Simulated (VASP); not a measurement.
Input:

```yaml
crystal:
  lattice:
    - [0.00000, 3.32117, 3.32117]
    - [3.32117, 0.00000, 3.32117]
    - [3.32117, 3.32117, 0.00000]
  atoms:
    - { symbol: Hg, position: [0.00000, 0.00000, 0.00000] }
    - { symbol: Te, position: [0.25000, 0.25000, 0.25000] }
```

Computed with TPSS meta-GGA, VASP's PBE PAW potentials (set 64) (plane waves; VASP). Run with 520 eV cut-off, 11×11×11 Γ-centred mesh, tetrahedra with Blöchl corrections, potentials Hg Te.

Unless said otherwise, spin-orbit coupling is left out, though it shifts the bands of the heavy elements here.

Q: Estimate the energy per atom (σ→0), band gap (over mesh and band path) with the smallest direct gap where there is one.

A: 
- band gap (over mesh and band path) = none (metal, semimetal or under 0.01 eV)
- energy per atom (σ→0) = -5.707 eV/atom

Total energies compare only between runs with the same potentials, cut-off and functional.

The compound is HgTe in the zinc blende structure. It was relaxed first, which changed the volume by +9 %.
